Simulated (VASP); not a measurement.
Computed with SCAN meta-GGA, VASP's PBE PAW potentials (set 64) (plane waves; VASP).

A VASP calculation is set up with these files.

KPOINTS:
```
Automatic
0
G
 6 6 6
```

**INCAR**
```
! general
SYSTEM   =  KMgF3
PREC     =  Accurate
ENCUT    =  520
LREAL    =  .FALSE.
LASPH    =  .TRUE.

! electronic loop
EDIFF    =  1E-7
NELM     =  100
ALGO     =  Normal
LMIXTAU  =  .TRUE.

! smearing
ISMEAR   =  0
SIGMA    =  0.05

! functional
METAGGA  =  SCAN

! ions
ISIF     =  2

! output
LWAVE    =  .FALSE.
LCHARG   =  .FALSE.
```

**POSCAR**
```
KMgF3
1
    3.9597453453     0.0000000000     0.0000000000
    0.0000000000     3.9597453453     0.0000000000
    0.0000000000     0.0000000000     3.9597453453
K Mg F
1 1 3
Direct
  0.0000000000   0.0000000000   0.0000000000
  0.5000000000   0.5000000000   0.5000000000
  0.5000000000   0.0000000000   0.5000000000
  0.0000000000   0.5000000000   0.5000000000
  0.5000000000   0.5000000000   0.0000000000
```

POTCAR, in this order: K_sv Mg F (PBE.64 set). Program: vasp_std.

What VASP printed:

File OSZICAR:
```
       N       E                     dE             d eps       ncg     rms          rms(c)
DAV:   1     0.226818367738E+03    0.22682E+03   -0.18234E+04   800   0.160E+03
DAV:   2    -0.415459510896E+02   -0.26836E+03   -0.25703E+03  1092   0.406E+02
DAV:   3    -0.522760347395E+02   -0.10730E+02   -0.10697E+02   956   0.800E+01
DAV:   4    -0.527145566441E+02   -0.43852E+00   -0.43754E+00  1408   0.132E+01
DAV:   5    -0.527159159693E+02   -0.13593E-02   -0.13592E-02   940   0.775E-01    0.830E+00
DAV:   6    -0.431414668931E+02    0.95744E+01   -0.45132E+00  1020   0.191E+01    0.295E+00
DAV:   7    -0.417293287235E+02    0.14121E+01   -0.27048E+00   916   0.182E+01    0.251E+00
DAV:   8    -0.416524621674E+02    0.76867E-01   -0.44237E-01   848   0.842E+00    0.157E+00
DAV:   9    -0.407556975394E+02    0.89676E+00   -0.80900E-01   808   0.759E+00    0.167E+00
DAV:  10    -0.422264392671E+02   -0.14707E+01   -0.10923E+00   824   0.830E+00    0.740E-01
DAV:  11    -0.417211097403E+02    0.50533E+00   -0.97571E-02   828   0.374E+00    0.455E-01
DAV:  12    -0.417358690984E+02   -0.14759E-01   -0.23651E-03   988   0.512E-01    0.388E-01
DAV:  13    -0.417594240833E+02   -0.23555E-01   -0.39166E-03   848   0.799E-01    0.319E-01
DAV:  14    -0.417548664997E+02    0.45576E-02   -0.11526E-02   944   0.840E-01    0.639E-02
DAV:  15    -0.417654612470E+02   -0.10595E-01   -0.42174E-03   836   0.875E-01    0.736E-02
DAV:  16    -0.417655012890E+02   -0.40042E-04   -0.69234E-05  1352   0.662E-02    0.731E-02
DAV:  17    -0.417653293893E+02    0.17190E-03   -0.14132E-04   900   0.111E-01    0.666E-02
DAV:  18    -0.417654742871E+02   -0.14490E-03   -0.25348E-04   864   0.215E-01    0.853E-03
DAV:  19    -0.417655578966E+02   -0.83609E-04   -0.50283E-05   848   0.104E-01    0.188E-02
DAV:  20    -0.417655557549E+02    0.21416E-05   -0.85187E-06   924   0.313E-02    0.106E-02
DAV:  21    -0.417655642153E+02   -0.84603E-05   -0.29549E-06   904   0.230E-02    0.258E-03
DAV:  22    -0.417655630848E+02    0.11305E-05   -0.98968E-07   916   0.105E-02    0.309E-03
DAV:  23    -0.417655627869E+02    0.29788E-06   -0.23323E-07   696   0.606E-03    0.215E-03
DAV:  24    -0.417655628229E+02   -0.35941E-07   -0.34501E-08   612   0.216E-03
   1 F= -.41765563E+02 E0= -.41765563E+02  d E =-.128901E-22
```

### OUTCAR
```
------------------------ aborting loop because EDIFF is reached ----------------------------------------
  FORCE on cell =-STRESS in cart. coord.  units (eV):
  Direction    XX          YY          ZZ          XY          YZ          ZX
  --------------------------------------------------------------------------------------
  Total       -0.0724066     -0.0724066     -0.0724066     -0.0000000     -0.0000000     -0.0000000
  in kB       -1.8684747     -1.8684747     -1.8684747     -0.0000000     -0.0000000     -0.0000000
  external PRESSURE =      -1.8684747 kB  Pullay stress =       0.0000000 kB
  volume of cell :       62.09
      direct lattice vectors                 reciprocal lattice vectors
     3.959745345  0.000000000  0.000000000     0.252541493  0.000000000  0.000000000
     0.000000000  3.959745345  0.000000000     0.000000000  0.252541493  0.000000000
     0.000000000  0.000000000  3.959745345     0.000000000  0.000000000  0.252541493
 POSITION                                       TOTAL-FORCE (eV/Angst)
 -----------------------------------------------------------------------------------
      0.00000      0.00000      0.00000         0.000000      0.000000      0.000000
      1.97987      1.97987      1.97987         0.000000      0.000000      0.000000
      1.97987      0.00000      1.97987         0.000000      0.000000      0.000000
      0.00000      1.97987      1.97987         0.000000      0.000000      0.000000
      1.97987      1.97987      0.00000         0.000000      0.000000      0.000000
 -----------------------------------------------------------------------------------
    total drift:                                0.000000      0.000000     -0.000000
  FREE ENERGIE OF THE ION-ELECTRON SYSTEM (eV)
  ---------------------------------------------------
  free  energy   TOTEN  =       -41.7655628229 eV

  energy  without entropy=      -41.7655628229  energy(sigma->0) =      -41.76556282
```
(Selected blocks of OUTCAR.)

The compound is KMgF3 in the cubic perovskite structure. It was relaxed first.
